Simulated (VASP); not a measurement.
Energy against volume of Pt$_{3}$Ti (L1_2). All values below come from TPSS meta-GGA, VASP's PBE PAW potentials (set 64) (plane waves; VASP 6.6.1). Run with 520 eV cut-off, 8×8×8 Γ-centred mesh, first-order Methfessel-Paxton smearing of 0.10 eV, potentials Ti_sv Pt.

| V (Å³/atom) | E (eV/atom) |
|---|---|
| 14.224 | -9.52228 |
| 14.678 | -9.56006 |
| 15.132 | -9.57208 |
| 15.586 | -9.56261 |

Fit these four points and predict the energy of the run at 16.040 Å³/atom.

A cubic in V^(−2/3), the third-order Birch-Murnaghan form, passes through the four points with V0 = 15.15 Å³/atom and B0 = 251 GPa, and gives -9.5352 eV/atom there. The run gave -9.5352 eV/atom, +0.0 meV/atom from the fit; all five points give B0 = 251 GPa.

The compound is Pt3Ti in the L1_2 structure. It was relaxed first.
